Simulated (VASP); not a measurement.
OSZICAR of a VASP run on Os (hcp):

### OSZICAR
```
       N       E                     dE             d eps       ncg     rms          rms(c)
DAV:   1     0.298742393825E+02    0.29874E+02   -0.80179E+03  3240   0.134E+03
DAV:   2    -0.100610095052E+03   -0.13048E+03   -0.11800E+03  3468   0.422E+02
DAV:   3    -0.108151536030E+03   -0.75414E+01   -0.70175E+01  3904   0.858E+01
DAV:   4    -0.108331733353E+03   -0.18020E+00   -0.17898E+00  3476   0.127E+01
DAV:   5    -0.108333651143E+03   -0.19178E-02   -0.19174E-02  3724   0.116E+00    0.242E+01
DAV:   6    -0.106027876809E+03    0.23058E+01   -0.66185E-01  3368   0.795E+00    0.127E+01
DAV:   7    -0.104881353806E+03    0.11465E+01   -0.23604E+00  3620   0.143E+01    0.285E+00
DAV:   8    -0.105729813018E+03   -0.84846E+00   -0.55967E-01  3520   0.702E+00    0.731E-01
DAV:   9    -0.105760071863E+03   -0.30259E-01   -0.18845E-02  3552   0.139E+00    0.403E-01
DAV:  10    -0.105759986093E+03    0.85769E-04   -0.13743E-03  3600   0.385E-01    0.152E-01
DAV:  11    -0.105760371622E+03   -0.38553E-03   -0.93631E-04  3356   0.246E-01    0.354E-02
DAV:  12    -0.105760506724E+03   -0.13510E-03   -0.59033E-05  3304   0.791E-02    0.851E-03
DAV:  13    -0.105760500483E+03    0.62418E-05   -0.32541E-06  3716   0.188E-02    0.749E-03
DAV:  14    -0.105760504444E+03   -0.39611E-05   -0.19747E-06  3348   0.157E-02    0.178E-03
DAV:  15    -0.105760505019E+03   -0.57484E-06   -0.33372E-07  3192   0.643E-03    0.264E-03
DAV:  16    -0.105760505394E+03   -0.37534E-06   -0.59904E-08  1680   0.267E-03    0.896E-04
DAV:  17    -0.105760505353E+03    0.41326E-07   -0.18163E-08  1664   0.172E-03
   1 F= -.10576051E+03 E0= -.10576082E+03  d E =-.105761E+03
       N       E                     dE             d eps       ncg     rms          rms(c)
DAV:   1    -0.105764062340E+03   -0.35569E-02   -0.64954E-01  3308   0.728E+00    0.401E-01
DAV:   2    -0.105757914585E+03    0.61478E-02   -0.72072E-03  3920   0.117E+00    0.211E-01
DAV:   3    -0.105757125640E+03    0.78895E-03   -0.20957E-03  3328   0.439E-01    0.375E-02
DAV:   4    -0.105757459249E+03   -0.33361E-03   -0.48613E-04  3476   0.218E-01    0.278E-02
DAV:   5    -0.105757660536E+03   -0.20129E-03   -0.13919E-04  3380   0.160E-01    0.123E-02
DAV:   6    -0.105757672427E+03   -0.11892E-04   -0.87211E-06  3704   0.408E-02    0.300E-03
DAV:   7    -0.105757679210E+03   -0.67824E-05   -0.24948E-06  3628   0.206E-02    0.210E-03
DAV:   8    -0.105757679009E+03    0.20100E-06   -0.19966E-07  2476   0.509E-03    0.935E-04
DAV:   9    -0.105757679438E+03   -0.42905E-06   -0.37045E-08  1648   0.213E-03    0.223E-04
DAV:  10    -0.105757679346E+03    0.91921E-07   -0.15655E-08  1652   0.132E-03
   2 F= -.10575768E+03 E0= -.10575780E+03  d E =0.282601E-02
       N       E                     dE             d eps       ncg     rms          rms(c)
DAV:   1    -0.105764241863E+03   -0.65624E-02   -0.30061E-01  3296   0.497E+00    0.271E-01
DAV:   2    -0.105761439123E+03    0.28027E-02   -0.32946E-03  3904   0.790E-01    0.143E-01
DAV:   3    -0.105761082879E+03    0.35624E-03   -0.97701E-04  3308   0.300E-01    0.251E-02
DAV:   4    -0.105761251639E+03   -0.16876E-03   -0.21565E-04  3484   0.145E-01    0.187E-02
DAV:   5    -0.105761327667E+03   -0.76028E-04   -0.66730E-05  3400   0.110E-01    0.922E-03
DAV:   6    -0.105761340463E+03   -0.12796E-04   -0.47808E-06  3652   0.306E-02    0.210E-03
DAV:   7    -0.105761342140E+03   -0.16768E-05   -0.11838E-06  3600   0.144E-02    0.169E-03
DAV:   8    -0.105761342645E+03   -0.50504E-06   -0.11520E-07  1772   0.400E-03    0.736E-04
DAV:   9    -0.105761342678E+03   -0.33437E-07   -0.15782E-08  1644   0.163E-03
   3 F= -.10576134E+03 E0= -.10576164E+03  d E =-.837325E-03
```

Task: Which electronic solver shows in the log?

Result: It is blocked Davidson (ALGO = Normal, or the opening steps of other solvers). The INCAR had ALGO = Normal.

Task: Can the final energy be trusted as converged?

Result: The run converged. It stopped with EDIFF = 1E-7, NELM = 100, NSW = 30 and EDIFFG = -0.01 after 3 ionic steps (r2SCAN+rVV10, plane waves, VASP's PBE PAW potentials (set 64)).

The compound is Os in the hcp structure. This cell is one point of a volume scan, at 0.97 of the reference volume. Symmetry was kept, so distortions that lower it aren't found.
